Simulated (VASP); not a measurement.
Data:

```
CELL_PARAMETERS angstrom
     -2.45198     2.45198     2.45198
      2.45198    -2.45198     2.45198
      2.45198     2.45198    -2.45198
ATOMIC_POSITIONS crystal
  Ba 0.00000 0.00000 0.00000
```

Method: PW91 GGA, VASP's PBE PAW potentials (set 64) (plane waves; VASP). Settings: 520 eV cut-off, 10×10×10 Γ-centred mesh, first-order Methfessel-Paxton smearing of 0.10 eV, potentials Ba_sv.

Unless said otherwise, spin-orbit coupling is left out, though it shifts the bands of the heavy elements here.

Problem. What does the run give for the energy per atom (σ→0), band gap (on the k-mesh) with the smallest direct gap where there is one?

Solution. 
```json
{
 "band gap (on the k-mesh)": "none (metal, semimetal or under 0.01 eV)",
 "energy per atom (σ→0)": "-1.927 eV/atom"
}
```

The absolute energy has meaning only against runs of the same code, potentials and settings.

The compound is Ba in the bcc structure. This cell is one point of a volume scan, at 0.94 of the reference volume.
